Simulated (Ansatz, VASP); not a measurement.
# Cross-check of CdIBr (1T-CdBrI monolayer) between VASP and Ansatz

Wanted: the spread between two codes on one cell, functional and k mesh. The structure shown is the start of the Ansatz relaxation below; VASP solves that cell, so the two are compared at the walk's first step.

Calculated with Ansatz 0.2.0; plane waves, with VASP 6.6.1 beside it; single point at PBE.

### Step 1. Set-up

The cell holds 3 atoms: 1 I, 1 Cd and 1 Br. Cell: a = 4.200 Å, b = 4.200 Å, c = 28.320 Å, α = 90.0°, β = 90.0°, γ = 120.0°. Vacuum lies along c. The height across the vacuum is the one that the program set for its solve, not the one typed.

### Step 2. Ansatz: relaxation, PBE

Ansatz runs on its default PAW (the set named soft_2) files.

The two programs are compared at the cell with which this relaxation starts, whose forces are those of its first step.

File input.yaml:

```yaml
crystal:
  lattice:
    - [4.2, 0.0, 0.0]
    - [-2.1, 3.6373066959, 0.0]
    - [0.0, 0.0, 18.2597564834]
  atoms:
    - { symbol: I, position: [0.6666666667, 0.3333333333, 0.4381219436] }
    - { symbol: Cd, position: [0.0, 0.0, 0.512354286] }
    - { symbol: Br, position: [0.3333333333, 0.6666666667, 0.5618780564] }
  periodic: [true, true, false]
kpoints:
  mp_grid: { grid: [9, 9, 1] }
hamiltonian:
  xc: pbe
scf:
  occupations: { method: fermi_dirac, width: 0.05 }
relax:
  f_tol: 0.01
  max_steps: 90
  cell: {}
```

On the command line:

```bash
$ ansatz run input.yaml --threads 4 --pin off --max-ram 8192MiB --backend cpu --events-out ev --progress --plain --runs-dir out
```

Numbers of over 12 decimals in the logs are rounded to 6 here.

What it wrote:

```text
Warning: crystal.periodic: the lattice vector that does not repeat stood 0.000° off the slab's normal, 18.260 Å along it as the deck builds it. The run solves the slab on a vector along the normal, 28.320 Å long, with every atom where it was (on the deck's vector they left 16.00 Å outside them, and the widest stretch free of ions among them is 1.36 Å). A fractional position that the run reports is one of the run's ce [...]
crystal.periodic: the lattice vector that does not repeat stood 0.000° off the slab's normal, 18.260 Å along it as the deck builds it. The run solves the slab on a vector along the normal, 28.320 Å long, with every atom where it was (on the deck's vector they left 16.00 Å outside them, and the widest stretch free of ions among them is 1.36 Å). A fractional position that the run reports is one of the run's cell, which [...]
Engine: ansatz 0.2.0, x86_64-unknown-linux-gnu
Pseudopotentials: kind: paw
Pseudopotential: I, paw, valence charge 17, recommended cutoff 420 eV (normal), I.paw.azcp
Pseudopotential: Cd, paw, valence charge 20, recommended cutoff 420 eV (normal), Cd.paw.azcp
Pseudopotential: Br, paw, valence charge 7, recommended cutoff 420 eV (normal), Br.paw.azcp
Functional definition: PBE
  parameter kappa = 0.804
  parameter beta = 0.066725
  exchange = pbe_x(kappa = kappa, mu = beta*pi^2/3)
  correlation = pbe_c(beta = beta)
Crystal: 3 atoms, lattice volume = 432.628 Å³
Basis set: ecut = 420 eV, 8309 PW (Γ), exchange–correlation on 60×60×384 points (8 copies of the dense FFT grid, shifted against one another)
Bands: 27, of which v1, the nominal top of the filled ones, is band 22 counted from 1 (21 counted from 0)
Symmetry: 6 space group operations
Space group: P3m1 (ITA 156), of the structure as read, at distance tolerance 7.6e-5 Å
k-points: 12 of 81 (time reversal used)
Non-local potential: I, projectors of the file, l = 0: 2, l = 1: 2, l = 2: 2, l = 3: 2
Non-local potential: Cd, projectors of the file, l = 0: 3, l = 1: 2, l = 2: 2, l = 3: 1
Non-local potential: Br, projectors of the file, l = 0: 2, l = 1: 2, l = 2: 2
PAW form: soft (Blöchl's): semilocal exchange-correlation on the pseudo side does not see the compensation charge
PAW one-centre angular grid: I, 590 points (default); XC on 64 Gauss nodes
PAW one-centre angular grid: Cd, 590 points (default); XC on 64 Gauss nodes
PAW one-centre angular grid: Br, 110 points (default); XC on 64 Gauss nodes
Initial density: superposition of atomic densities (neutral atoms: chi_scale 0, normalization atom), corrected by the library's trained network
Initial wavefunctions: pseudopotential atomic-orbital guess
Functional: x = pbe(κ = 0.804, μ = 0.219515), c = pbe(β = 0.066725)
SCF iter   1: F=—  HF=-18551.149370 eV  |F-HF|=—  |Δ(HF+E_count)|=         —  Δρ=8.37e-4  dr2=1.11e-2  ethr=1.77e-3  ⟨swp⟩=19.5  Hψ=2831  notcnv=0
[...]
SCF iter   2: F=—  HF=-18552.712948 eV  |F-HF|=—  |Δ(HF+E_count)|=   6.46e-4  Δρ=3.42e-4  dr2=3.93e-4  ethr=5.08e-6  ⟨swp⟩=2.3  Hψ=430  notcnv=0
SCF iter   3: F=—  HF=-18552.712910 eV  |F-HF|=—  |Δ(HF+E_count)|=   3.80e-5  Δρ=1.53e-4  dr2=1.08e-4  ethr=8.93e-7  ⟨swp⟩=2.5  Hψ=495  notcnv=0
SCF iter   4: F=—  HF=-18552.712802 eV  |F-HF|=—  |Δ(HF+E_count)|=   1.08e-4  Δρ=5.31e-5  dr2=7.56e-5  ethr=2.46e-7  ⟨swp⟩=3.2  Hψ=537  notcnv=0
SCF iter   5: F=—  HF=-18552.712790 eV  |F-HF|=—  |Δ(HF+E_count)|=   1.17e-5  Δρ=1.84e-5  dr2=1.27e-6  ethr=1.72e-7  ⟨swp⟩=2.2  Hψ=376  notcnv=0
SCF iter   6: F=—  HF=-18552.712791 eV  |F-HF|=—  |Δ(HF+E_count)|=   1.07e-6  Δρ=8.17e-6  dr2=3.13e-7  ethr=6.82e-10  ⟨swp⟩=7.2  Hψ=1453  notcnv=0
SCF iter   7: F=-18552.712791 eV  HF=-18552.712791 eV  |F-HF|=1.08e-8  |Δ(HF+E_count)|=   2.89e-8  Δρ=2.22e-6  dr2=1.85e-8  ethr=6.82e-10  ⟨swp⟩=5.0  Hψ=1119  notcnv=0
SCF 5 converged in 7 iterations: F = -18552.712791 eV  dr2 = 1.85e-8
relax step   5: F+E_penalty+E_count = -18552.71279123 eV  Δ(F+E_penalty+E_count) = -1.581e-2 eV  max|allowed force component| = 5.742e-2 eV/Å  Δτ_max = 0.0540 Å  P = -0.169 N/m  Ω = 437.183 Å³  energy of the carried Pulay correction = -1.997e-4 eV  fix = [c, alpha, beta]  reactions: c -0.000 N/m  (7 SCF iters, dr2 threshold 3.00e-7 eV, accepted)
[...]
relax step   6: F+E_penalty+E_count = -18552.71344406 eV  Δ(F+E_penalty+E_count) = -6.528e-4 eV  max|allowed force component| = 2.697e-2 eV/Å  Δτ_max = 0.0058 Å  P = -0.067 N/m  Ω = 436.091 Å³  energy of the carried Pulay correction = -1.521e-4 eV  fix = [c, alpha, beta]  reactions: c -0.000 N/m  (5 SCF iters, dr2 threshold 2.06e-7 eV, accepted)
[...]
relax step   7: F+E_penalty+E_count = -18552.71367966 eV  Δ(F+E_penalty+E_count) = -2.356e-4 eV  max|allowed force component| = 4.845e-3 eV/Å  Δτ_max = 0.0036 Å  P = -0.015 N/m  Ω = 434.886 Å³  energy of the carried Pulay correction = -9.940e-5 eV  fix = [c, alpha, beta]  reactions: c -0.000 N/m  (5 SCF iters, dr2 threshold 4.54e-8 eV, accepted)
[...]
relax step   8: F+E_penalty+E_count = -18552.71376560 eV  Δ(F+E_penalty+E_count) = -8.594e-5 eV  max|allowed force component| = 4.848e-3 eV/Å  Δτ_max = 0.0000 Å  P = -0.018 N/m  Ω = 434.886 Å³  fix = [c, alpha, beta]  reactions: c -0.000 N/m  stress off target by 1.77e-2 N/m on what of the cell is left free  SCF on the basis re-selected at this cell (its energy is not comparable with the rows above)  (7 SCF iters)
basis re-selected at this cell: Δ(F+E_penalty+E_count) = -8.594e-5 eV, ΔP = -0.003 N/m vs the last step (what re-selecting the basis moved, of the pressure what is left beyond the Pulay correction that the steps carried, after the strain that the cell walked since its last selection, with what the two solves' SCF thresholds leave and, on support functions, any second-order correction that the steps lacked; it is no m [...]
SCF converged after 7 iterations
Free energy (F): -18552.713766 eV
Harris-Foulkes:  -18552.713766 eV  (|F-HF|=1.36e-8)
Internal energy: -18552.713766 eV  (E = F + TS)
E sigma→0 (E₀):  -18552.713766 eV
Fermi energy:    -5.160029 eV
--- Per-component energies (eV) ---
  E_band       = -1442.807410
  E_kinetic    = 825.246006
  E_local      = -70000.458148  (includes V_loc(G=0)·N_el)
  E_nonlocal   = 14.087109
  E_hartree    = 34570.116165
  E_xc         = -567.583354
  E_vxc        = -451.487306  (∫ρ·V_xc dr)
  E_paw        = -11147.521904  (= ΣΔE_a)
  E_vpaw       = -970.428033  (= ΣTr[D̂ρ^β])
  E_aug_tail   = 0.000031  (compensation charges beyond the density's cutoff)
  E_ewald      = 27753.400329
  E_smearing   = -0.000000  (= −TS)
  E_closure    = 0.000000  (closes the sum)
  Σ components = -18552.713766   (vs F -18552.713766, Δ=0.00e0)
--- Forces (eV/Å), atoms counted from 1 ---
  atom   1  I      0.00000000     0.00000000    -0.00482529
  atom   2  Cd    -0.00000000     0.00000000    -0.00002279
  atom   3  Br    -0.00000000    -0.00000000     0.00484861
  max |Σ_I F_I| component: 5.33e-7 eV/Å
--- 2D stress c σ (N/m, compression-positive) ---
       -0.017665       0.000000       0.000000
       -0.000000      -0.017665       0.000000
        0.000000       0.000000      -0.000000
  P = ½ c Tr σ = -0.0177 N/m
--- Relaxed structure (7 steps of the walk, 7 accepted, 1 SCFs on fresh bases) ---
  F+E_penalty+E_count = -18552.71376560 eV   max|allowed force component| = 4.848e-3 eV/Å   (the final SCF, on the basis selected at the relaxed cell)
  cell:  # Å, volume = 434.8856 Å³
    - [4.210942, 0, 0]
    - [-2.105471, 3.646783, 0]
    - [0, 0, 28.319513]
  atoms:
    - { symbol: I, position: [0.666667, 0.333333, 0.265880] }
    - { symbol: Cd, position: [-1.1738130448626467e-18, 0, 0.328002] }
    - { symbol: Br, position: [0.333333, 0.666667, 0.381248] }
```

Reading the cycles: dr2 is the Hartree energy of the density residual (eV), the measure of convergence; HF is the Harris–Foulkes estimate of the energy, which meets the free energy F at convergence.

### Step 3. VASP: single point, PBE, start cell

The same cell, functional, mesh and smearing now go to VASP, with its own data sets.

Lines of VASP's logs that name or quote its potential files are left out, and so is its time.

File INCAR:

```
SYSTEM = CdIBr
PREC = Accurate
ENCUT = 400
EDIFF = 1E-06
NELM = 120
ISMEAR = -1
SIGMA = 0.05
LREAL = .FALSE.
ALGO = Normal
GGA = PE
NBANDS = 19
LORBIT = 11
LWAVE = .FALSE.
LCHARG = .FALSE.
ISIF = 2
LDIPOL = .TRUE.
IDIPOL = 3
DIPOL = 0.5 0.5 0.325
LVHAR = .TRUE.
LASPH = .TRUE.
GGA_COMPAT = .FALSE.
EFERMI = MIDGAP
NELMDL = -8
```

File POSCAR:

```
CdIBr
1.0
    4.2000000000      0.0000000000      0.0000000000
   -2.1000000000      3.6373070000      0.0000000000
    0.0000000000      0.0000000000     28.3195130000
I Cd Br
1 1 1
Direct
    0.6666667125      0.3333334250      0.2824907335
    0.0000000000      0.0000000000      0.3303539860
    0.3333332875      0.6666665750      0.3622857498
```

File KPOINTS:

```
Automatic mesh
0
Gamma
9 9 1
0 0 0
```

PAW data sets: I, Cd and Br (PBE family, release 64).

On the command line:

```bash
$ mpirun -np 1 vasp_std
```

What it wrote:

```text
[banner, memory and clock lines left out]
running    1 mpi-ranks, on    1 nodes
 distrk:  each k-point on    1 cores,    1 groups
 distr:  one band on    1 cores,    1 groups

 POSCAR found type information on POSCAR I CdBr
 POSCAR found :  3 types and       3 ions
 LDA part: xc-table for (Slater+PW92), standard interpolation
 POSCAR, INCAR and KPOINTS ok, starting setup
 FFT: planning ... GRIDC
 FFT: planning ... GRID_SOFT
 FFT: planning ... GRID
 WAVECAR not read
 entering main loop
       N       E                     dE             d eps       ncg     rms          rms(c)
DAV:   1     0.214895214013E+03    0.21490E+03   -0.74359E+03   456   0.782E+02
DAV:   2     0.215482485013E+02   -0.19335E+03   -0.18827E+03   632   0.195E+02
DAV:   3    -0.415803289319E+01   -0.25706E+02   -0.25624E+02   527   0.844E+01
DAV:   4    -0.488540306742E+01   -0.72737E+00   -0.72707E+00   646   0.150E+01
DAV:   5    -0.489152683892E+01   -0.61238E-02   -0.61237E-02   626   0.120E+00
DAV:   6    -0.489157772199E+01   -0.50883E-04   -0.50883E-04   686   0.106E-01
DAV:   7    -0.489157811400E+01   -0.39200E-06   -0.39197E-06   639   0.846E-03
DAV:   8    -0.489157811769E+01   -0.36944E-08   -0.37378E-08   489   0.778E-04    0.123E+01
DAV:   9    -0.450351055790E+01    0.38807E+00   -0.77373E-01   599   0.111E+01    0.906E+00
DAV:  10    -0.449646910091E+01    0.70415E-02   -0.87073E-01   579   0.667E+00    0.108E+00
DAV:  11    -0.445902649755E+01    0.37443E-01   -0.21903E-01   510   0.530E+00    0.107E+00
DAV:  12    -0.445931467610E+01   -0.28818E-03   -0.10745E-02   612   0.697E-01    0.714E-01
DAV:  13    -0.445973395130E+01   -0.41928E-03   -0.31485E-03   513   0.751E-01    0.429E-01
DAV:  14    -0.445921023217E+01    0.52372E-03   -0.15275E-03   555   0.316E-01    0.194E-01
DAV:  15    -0.445927454697E+01   -0.64315E-04   -0.25852E-04   582   0.126E-01    0.886E-02
DAV:  16    -0.445941156600E+01   -0.13702E-03   -0.86359E-05   530   0.590E-02    0.225E-02
DAV:  17    -0.445950926880E+01   -0.97703E-04   -0.28799E-05   601   0.364E-02    0.129E-02
DAV:  18    -0.445960272114E+01   -0.93452E-04   -0.17735E-05   556   0.191E-02    0.176E-02
DAV:  19    -0.445966129944E+01   -0.58578E-04   -0.11836E-05   518   0.185E-02    0.577E-03
DAV:  20    -0.445968112924E+01   -0.19830E-04   -0.54282E-06   525   0.148E-02    0.476E-03
DAV:  21    -0.445968626712E+01   -0.51379E-05   -0.83201E-07   477   0.523E-03    0.322E-03
DAV:  22    -0.445968761608E+01   -0.13490E-05   -0.13059E-07   519   0.231E-03    0.114E-03
DAV:  23    -0.445968847327E+01   -0.85719E-06   -0.57842E-08   478   0.170E-03
   1 F= -.44596885E+01 E0= -.44596885E+01  d E =-.421980E-12
```

OUTCAR, selected parts (step 3):

```text
ion  position               nearest neighbor table
   1  0.667  0.333  0.282-   2 2.78   2 2.78   2 2.78
   2  0.000  0.000  0.330-   3 2.59   3 2.59   3 2.59   1 2.78   1 2.78   1 2.78
   3  0.333  0.667  0.362-   2 2.59   2 2.59   2 2.59

  LATTYP: Found a hexagonal cell.
 ALAT       =     4.2000000000
 C/A-ratio  =     6.7427411905

 Subroutine GETGRP returns: Found  6 space group operations
 (whereof  6 operations were pure point group operations)

The static configuration has the point symmetry C_3v.

 Found     12 irreducible k-points:

   k-points           NKPTS =     12   k-points in BZ     NKDIM =     12   number of bands    NBANDS=     19

   dimension x,y,z NGX =    28 NGY =   28 NGZ =  192
   dimension x,y,z NGXF=    56 NGYF=   56 NGZF=  384

   ENCUT  =  400.0 eV  29.40 Ry    5.42 a.u.   6.85  6.85 46.18*2*pi/ulx,y,z

   NELECT =      26.0000    total number of electrons

 k-points in reciprocal lattice and weights: Automatic mesh
   0.00000000  0.00000000  0.00000000       0.012
   0.11111111 -0.00000000  0.00000000       0.074
   0.22222222 -0.00000000  0.00000000       0.074
   0.33333333 -0.00000000  0.00000000       0.074
   0.44444444 -0.00000000  0.00000000       0.074
   0.11111111  0.11111111  0.00000000       0.074
   0.22222222  0.11111111  0.00000000       0.148
   0.33333333  0.11111111  0.00000000       0.148
   0.44444444  0.11111111  0.00000000       0.074
   0.22222222  0.22222222  0.00000000       0.074
   0.33333333  0.22222222  0.00000000       0.148
   0.33333333  0.33333333  0.00000000       0.025

 dipolmoment           0.000000      0.000000     -0.031191 electrons x Angstroem

 average (electrostatic) potential at core
       1 -99.1954       2 -45.4543       3 -69.5719

 E-fermi :  -3.0937

 k-point     1 :       0.0000    0.0000    0.0000
  band No.  band energies     occupation
    ...
      9      -6.2940      2.00000
     10      -6.2940      2.00000
     11      -5.4582      2.00000
     12      -4.8903      2.00000
     13      -4.8903      2.00000
     14      -1.7295      0.00000
     15       0.2070      0.00000
     16       1.0858      0.00000
     17       1.4873      0.00000
     18       1.5230      0.00000
    ...

 k-point     2 :       0.1111   -0.0000    0.0000
  band No.  band energies     occupation
    ...
      9      -6.7898      2.00000
     10      -6.5505      2.00000
     11      -5.4407      2.00000
     12      -4.9403      2.00000
     13      -4.7858      2.00000
     14      -1.3192      0.00000
     15       0.4048      0.00000
     16       1.0502      0.00000
     17       1.3212      0.00000
     18       1.7605      0.00000
    ...

 k-point     3 :       0.2222   -0.0000    0.0000
  band No.  band energies     occupation
    ...
      9      -7.3954      2.00000
     10      -7.0729      2.00000
     11      -5.6370      2.00000
     12      -4.9348      2.00000
     13      -4.6390      2.00000
     14      -0.8164      0.00000
     15       0.3500      0.00000
     16       1.5764      0.00000
     17       1.7137      0.00000
     18       2.2220      0.00000
    ...

  Total        9.4655978      9.4655994      7.4109177      0.0000000      0.0000000     -0.0000000
  in kB       35.0544857     35.0544916     27.4452722      0.0000000      0.0000000     -0.0000000
  external PRESSURE =      32.5180832 kB  Pullay stress =       0.0000000 kB

  energy-cutoff  :      400.00
  volume of cell :      432.63
      direct lattice vectors                 reciprocal lattice vectors
     4.200000000  0.000000000  0.000000000     0.238095238  0.137464338  0.000000000
    -2.100000000  3.637307000  0.000000000     0.000000000  0.274928677  0.000000000
     0.000000000  0.000000000 28.319513000     0.000000000  0.000000000  0.035311342

 POSITION                                       TOTAL-FORCE (eV/Angst)
 -----------------------------------------------------------------------------------
      2.10000      1.21244      8.00000         0.000000      0.000000     -3.280446
      0.00000      0.00000      9.35546        -0.000000     -0.000000     -0.166829
     -0.00000      2.42487     10.25976        -0.000000     -0.000000      3.447275
 -----------------------------------------------------------------------------------
    total drift:                               -0.000000      0.000031     -0.000627

  FREE ENERGIE OF THE ION-ELECTRON SYSTEM (eV)
  ---------------------------------------------------
  free  energy   TOTEN  =        -4.4596884733 eV

  energy  without entropy=       -4.4596884733  energy(sigma->0) =       -4.45968847

 vacuum level on the upper side and lower side of the slab         1.525         1.894

 total charge
# of ion       s       p       d       tot
------------------------------------------
    1        1.517   2.861   0.028   4.407
    2        0.409   0.354   9.608  10.371
    3        1.625   3.306   0.032   4.963
--------------------------------------------------
tot          3.551   6.521   9.668  19.740

[... 3 further parts left out ...]
```

### Step 4. Comparison

Known differences besides the potentials themselves: Ansatz cuts the interaction across the vacuum, VASP repeats the sheet with a dipole correction; the data sets hold 44 valence electrons in Ansatz (on its default PAW (the set named soft_2) files) and 26 in VASP; the cutoff is 420 eV in Ansatz and 400 eV in VASP. Total energies have different zeros and are not compared.

Forces (eV/Å; atoms numbered as in POSCAR):

| atom | Ansatz x, y, z | VASP x, y, z |
| --- | --- | --- |
| I1 | 0.000, 0.000, -3.235 | 0.000, 0.000, -3.280 |
| Cd2 | 0.000, 0.000, -0.154 | 0.000, 0.000, -0.167 |
| Br3 | 0.000, 0.000, 3.389 | 0.000, 0.000, 3.447 |

The forces differ by 25 meV/Å r.m.s., which is 1.6 % of the r.m.s. force of 1.587 eV/Å (both taken over all components). With vacuum in the cell, a pressure given here is an average over mostly empty space and none of the material.

### Step 5. Summary of results

```yaml
r_m_s_force_difference_single_point_pbe_start_cell: 1.6 % of the r.m.s. force
```

In words: The r.m.s. force difference is 1.6 % of the r.m.s. force (single point, PBE, start cell), within the 3 % picked in this series as the mark of a large difference. The data sets hold unlike numbers of valence electrons (44 in Ansatz and 26 in VASP), so part of the differences comes from the potentials. 1 further run of this series is not shown here. How closely two codes agree says nothing of how well the functional describes the real material.

[Lines on the potential files, build, host, timing and source positions are cut from VASP's logs without a mark.]

[Logs are printed without paths, hosts, clocks, repeated set-up lines and the standing remarks that a program may print on its own settings, such as how far it seeks lower states.]

[Hosts, paths, dates, database ids (printed as entryN), source tags and the programs' standing remarks are cut or masked in the printed files.]
